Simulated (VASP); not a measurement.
Method: PBE GGA + U (Dudarev), VASP's PBE PAW potentials (set 64) (plane waves; VASP).

VASP input:

File KPOINTS:
```
Automatic mesh
0
Gamma
9 9 9
0 0 0
```

INCAR:
```
SYSTEM = CoSi2
PREC = Accurate
ENCUT = 400
EDIFF = 1E-6
NELM = 100
ALGO = Normal
LREAL = .FALSE.
LASPH = .TRUE.
ISMEAR = 1
SIGMA = 0.1
GGA = PE
LMAXMIX = 4
LWAVE = .FALSE.
LCHARG = .FALSE.
ISIF = 2
LDAU = .TRUE.
LDAUTYPE = 2
LDAUL = 2 -1
LDAUU = 5.0 0
LDAUJ = 0 0
LDAUPRINT = 1
LORBIT = 10
```

POSCAR:
```
CoSi2
1
    0.0000000000     2.7336000000     2.7336000000
    2.7336000000     0.0000000000     2.7336000000
    2.7336000000     2.7336000000     0.0000000000
Co Si
1 2
Direct
  0.0000000000   0.0000000000   0.0000000000
  0.2500000000   0.2500000000   0.2500000000
  0.7500000000   0.7500000000   0.7500000000
```

POTCAR, in this order: Co Si (PBE.64 set). Program: vasp_std.

Question: Estimate the energy per atom (σ→0), pressure, band gap (on the k-mesh).

Answer: 
| Item | Value |
|---|---|
| energy per atom (σ→0) | -4.944 eV/atom |
| band gap (on the k-mesh) | none (metal, semimetal or under 0.01 eV) |
| pressure | -13.89 GPa |

File OSZICAR:
```
...
DAV:   8    -0.148329378402E+02    0.31014E-01   -0.45366E-01   980   0.601E+00    0.919E-01
DAV:   9    -0.148296530207E+02    0.32848E-02   -0.34324E-02  1064   0.375E+00    0.436E-01
DAV:  10    -0.148323359391E+02   -0.26829E-02   -0.74307E-03  1256   0.120E+00    0.275E-01
DAV:  11    -0.148320932158E+02    0.24272E-03   -0.89768E-04  1028   0.362E-01    0.730E-02
DAV:  12    -0.148321657737E+02   -0.72558E-04   -0.15747E-04  1260   0.234E-01    0.202E-02
DAV:  13    -0.148321650672E+02    0.70650E-06   -0.22232E-05  1204   0.772E-02    0.114E-02
DAV:  14    -0.148321658193E+02   -0.75203E-06   -0.42114E-06   908   0.370E-02
   1 F= -.14832166E+02 E0= -.14831773E+02  d E =-.117920E-02
```

The compound is CoSi2 in the fluorite structure. The cell was not relaxed at this level. The run is one of a series of settings (LDAU = .TRUE., LDAUJ = 0 0, LDAUL = 2 -1, LDAUTYPE = 2, LDAUU = 5.0 0 against the base run), some of them coarse on purpose. The run is not spin-polarised, so no magnetic state was tried. The electron count is odd and the run is not spin-polarised, which forces a metal.
